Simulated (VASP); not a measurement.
Runs of VASP 6.6.1 on HPbNO4. The typed cell holds 7 atoms: a = 4.275 Å, b = 5.609 Å, c = 5.670 Å, α = 100.02°, β = 111.92°, γ = 111.82°. The cell was built by a generator and needn't be a form met in nature.

| task | level | k mesh | smearing | grid for exact exchange (PRECFOCK) | exchange at q = 0 | k mesh for the DOS | occupations for the DOS | mesh quality | gap on the mesh (eV) | pressure (GPa) | largest force (eV/Å) |
| --- | --- | --- | --- | --- | --- | --- | --- | --- | --- | --- | --- |
| density of states | B3LYP | 4 × 3 × 3 | tetrahedron | Fast | truncated | - | - | coarse | 4.45 | -0.8 | 0.42 |
| density of states | PBE0 | 4 × 3 × 3 | tetrahedron | Fast | default | - | - | coarse | 4.93 | (b) | (a) |
| single point | PBE | 8 × 6 × 6 | fermi-dirac 0.05 eV | - | - | - | - | not flagged | 2.79 | 0.6 | 0.39 |
| dielectric tensor | PBE | 8 × 6 × 6 | gaussian 0.02 eV | - | - | - | - | not flagged | 2.79 | - | - |
| band structure | PBE | 8 × 6 × 6 | fermi-dirac 0.05 eV | - | - | - | - | not flagged | 2.79 | - | - |
| atomic charges | PBE+TS | 8 × 6 × 6 | fermi-dirac 0.05 eV | - | - | - | - | not flagged | 2.79 | -0.1 | 0.40 |

Alike in all rows: potentials or basis VASP PAW PBE potentials, release 64 (H, Pb_d, N, O); no spin polarisation; cell as given; cutoff (eV) 520.

Problem. Estimate the missing entries.

Solution. (a) 1.03; (b) -3.2.

Caveats: some runs use coarse meshes; spin-orbit coupling is left out, which as a rule narrows the gap of such compounds by several tenths of an eV; the PAW data sets were made with another functional, which shifts forces and pressure a little (some runs); an odd mesh through Γ misses points on the zone boundary, where band edges often lie (some runs).

A k mesh can miss the band edges, and the runs leave out spin-orbit coupling on Pb.

Not every run made on this cell is shown here.
